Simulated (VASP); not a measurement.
# DyScO₃ (relaxed from the ilmenite structure, space group R-3): computed properties

These are PBEsol GGA, VASP's PBE PAW potentials (set 64) (plane waves; VASP) values and carry that method's errors.

| Quantity | Value |
|---|---|
| space group | R-3 (148) |
| cell | a = b = 5.523 Å, c = 14.587 Å, α = β = 90.00°, γ = 120.00° |
| volume per atom | 12.85 Å³/atom |
| band gap (over mesh and band path) | 4.40 eV |
| smallest direct gap (over mesh and band path) | 4.53 eV |
| density | 6.60 g/cm³ |
| mean ε∞ (independent particles) | 4.70 |

Space group R-3, hexagonal axes (No. 148); a = 5.523 Å, b = 5.523 Å, c = 14.587 Å, α = 90.00°, β = 90.00°, γ = 120.00°

```csv
atom,site,symmetry,x,y,z
Dy,6c,3.,0.0000,0.0000,0.3627
O,18f,1,0.3623,0.0500,0.0860
Sc,6c,3.,0.0000,0.0000,0.1474
```
(The calculation used a cell of 10 atoms; values per cell refer to that cell.)

The 4f electrons are frozen in the core of the lanthanide potential, so 4f levels, which can set the real gap, and their magnetism are missing.

The structure was generated: DyScO3 was put into the ilmenite type (R-3), which need not be its known phase. It was relaxed first. Symmetry was kept, so distortions that lower it aren't found.
